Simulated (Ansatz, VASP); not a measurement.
# Cross-check of SnTe between VASP and Ansatz, part 2 of 2

Aim: how closely do two programs agree when they are given the same cell, functional and k mesh? The cell is taken from a series of runs on this material, whose earlier steps may have relaxed, scaled, displaced or heated it; both programs get it as it stands.

VASP 6.6.1 and Ansatz 0.2.0.

So far: Starting point; Ansatz: zone-centre phonons, LDA; VASP: zone-centre phonons, LDA.

### Step 3. VASP: zone-centre phonons, LDA (continued)

Level of this step: LDA; plane waves and PAW (Sn_d, Te) (VASP).

Numbers of over 12 decimals in the logs are rounded to 6 here.

From OUTCAR (step 3):

```text
ion  position               nearest neighbor table
   1  0.000  0.000  0.000-   2 3.11   2 3.11   2 3.11   2 3.11   2 3.12   2 3.12
   2  0.500  0.500  0.500-   1 3.11   1 3.11   1 3.11   1 3.11   1 3.12   1 3.12

  LATTYP: Found a body centered orthorhombic cell.
 ALAT       =     4.3652060169
 B/A-ratio  =     1.0163052194
 C/A-ratio  =     1.4285885642

 Subroutine GETGRP returns: Found  8 space group operations
 (whereof  8 operations were pure point group operations)

The static configuration has the point symmetry D_2h.

 Found    280 irreducible k-points:

   k-points           NKPTS =    280   k-points in BZ     NKDIM =    280   number of bands    NBANDS=     16

   dimension x,y,z NGX =    32 NGY =   32 NGZ =   32
   dimension x,y,z NGXF=    64 NGYF=   64 NGZF=   64

   ENCUT  =  500.0 eV  36.75 Ry    6.06 a.u.   8.03  8.03  7.96*2*pi/ulx,y,z

   NELECT =      20.0000    total number of electrons

 k-points in reciprocal lattice and weights: Automatic mesh
   0.00000000  0.00000000  0.00000000       0.001
   0.08333333  0.00000000  0.00000000       0.002
   0.16666667  0.00000000  0.00000000       0.002
   0.25000000  0.00000000  0.00000000       0.002
   0.33333333  0.00000000  0.00000000       0.002
   0.41666667  0.00000000  0.00000000       0.002
   0.50000000  0.00000000  0.00000000       0.001
   0.08333333  0.08333333  0.00000000       0.001
   0.16666667  0.08333333  0.00000000       0.002
[...]
0.25000000  0.25000000  0.50000000       0.001
  -0.25000000  0.25000000  0.50000000       0.001

 average (electrostatic) potential at core
       1 -99.9829       2 -88.3503

  Total        0.1356240      0.1356240      0.0250687      0.1106889      0.0000000      0.0000000
  in kB        3.5985829      3.5985829      0.6651598      2.9369677      0.0000000      0.0000000
  external PRESSURE =       2.6207752 kB  Pullay stress =       0.0000000 kB

  energy-cutoff  :      500.00
  volume of cell :       60.38
      direct lattice vectors                 reciprocal lattice vectors
    -0.025164389  3.111831165  3.118041698    -0.159388176  0.159388176  0.160357060
     3.111831165 -0.025164389  3.118041698     0.159388176 -0.159388176  0.160357060
     3.086666776  3.086666776  0.000000000     0.161987035  0.161987035 -0.160357060

 POSITION                                       TOTAL-FORCE (eV/Angst)
 -----------------------------------------------------------------------------------
      0.00000      0.00000      0.00000         0.000000     -0.000000      0.000000
      3.08667      3.08667      3.11804        -0.000000      0.000000     -0.000000
 -----------------------------------------------------------------------------------
    total drift:                                0.000000     -0.000000     -0.000000

 Eigenvectors and eigenvalues of the dynamical matrix
 ----------------------------------------------------

   1 f  =    1.274676 THz     8.009023 2PiTHz   42.518601 cm-1     5.271632 meV
             X         Y         Z           dx          dy          dz
      0.000000  0.000000  0.000000     0.514004    0.514004    0.000000
      3.086667  3.086667  3.118042    -0.485592   -0.485592    0.000000

   2 f  =    1.059486 THz     6.656949 2PiTHz   35.340660 cm-1     4.381681 meV
             X         Y         Z           dx          dy          dz
      0.000000  0.000000  0.000000     0.000000    0.000000    0.731469
      3.086667  3.086667  3.118042     0.000000    0.000000   -0.681875

   3 f  =    0.977203 THz     6.139949 2PiTHz   32.595990 cm-1     4.041386 meV
             X         Y         Z           dx          dy          dz
      0.000000  0.000000  0.000000    -0.520760    0.520760    0.000000
      3.086667  3.086667  3.118042     0.478340   -0.478340    0.000000

   4 f/i=    0.013213 THz     0.083020 2PiTHz    0.440739 cm-1     0.054645 meV
             X         Y         Z           dx          dy          dz
      0.000000  0.000000  0.000000    -0.485592   -0.485592    0.000000
      3.086667  3.086667  3.118042    -0.514004   -0.514004    0.000000

   5 f/i=    0.018040 THz     0.113348 2PiTHz    0.601747 cm-1     0.074607 meV
             X         Y         Z           dx          dy          dz
      0.000000  0.000000  0.000000     0.000000    0.000000   -0.681875
      3.086667  3.086667  3.118042     0.000000    0.000000   -0.731469

   6 f/i=    0.023832 THz     0.149741 2PiTHz    0.794949 cm-1     0.098561 meV
             X         Y         Z           dx          dy          dz
      0.000000  0.000000  0.000000     0.478340   -0.478340    0.000000
      3.086667  3.086667  3.118042     0.520760   -0.520760    0.000000

 ELASTIC MODULI CONTR FROM IONIC RELAXATION (kBar)
 Direction    XX          YY          ZZ          XY          YZ          ZX
 --------------------------------------------------------------------------------
 XX           0.0000      0.0000      0.0000      0.0000      0.0000      0.0000
 YY           0.0000      0.0000      0.0000      0.0000      0.0000      0.0000
 ZZ           0.0000      0.0000      0.0000      0.0000      0.0000      0.0000
 XY           0.0000      0.0000      0.0000      0.0000      0.0000      0.0000
 YZ           0.0000      0.0000      0.0000      0.0000      0.0000      0.0000
 ZX           0.0000      0.0000      0.0000      0.0000      0.0000      0.0000
 --------------------------------------------------------------------------------
```

### Step 4. Comparison

Known differences besides the potentials themselves: the two LDA forms differ slightly; the data sets hold 30 valence electrons in Ansatz (on its PAW soft_1 files) and 20 in VASP; the cutoff is 420 eV in Ansatz and 500 eV in VASP; VASP's log shows a relativistic correction to its local exchange, Ansatz's none. Total energies have different zeros and are not compared.

Compared:

| quantity | Ansatz | VASP | difference |
| --- | --- | --- | --- |
| optical mode 1 (cm⁻¹) | 26.3 | 32.6 | -6.3 |
| optical mode 2 (cm⁻¹) | 30.0 | 35.3 | -5.4 |
| optical mode 3 (cm⁻¹) | 38.2 | 42.5 | -4.3 |

Modes are paired by rising frequency, not by their patterns, so a pair may set unlike modes beside each other; they are those without the splitting of longitudinal modes.

### Step 5. Results

| Item | Value |
| --- | --- |
| r.m.s. difference of the optical zone-centre modes, each program's sorted by frequency (zone-centre phonons, LDA) | 5.4 cm⁻¹ |

In words: The r.m.s. difference of the optical zone-centre modes, each program's sorted by frequency is 5.4 cm⁻¹ (zone-centre phonons, LDA). The data sets hold unlike numbers of valence electrons (30 in Ansatz and 20 in VASP), so part of the differences comes from the potentials. How closely two codes agree says nothing of how well the functional describes the real material.

[Lines on the potential files, build, host, timing and source positions are cut from VASP's logs without a mark.]

[Logs are printed without paths, hosts, clocks, repeated set-up lines and the standing remarks that a program may print on its own settings, such as how far it seeks lower states.]

[Hosts, paths, dates, database ids (printed as entryN), source tags and the programs' standing remarks are cut or masked in the printed files.]
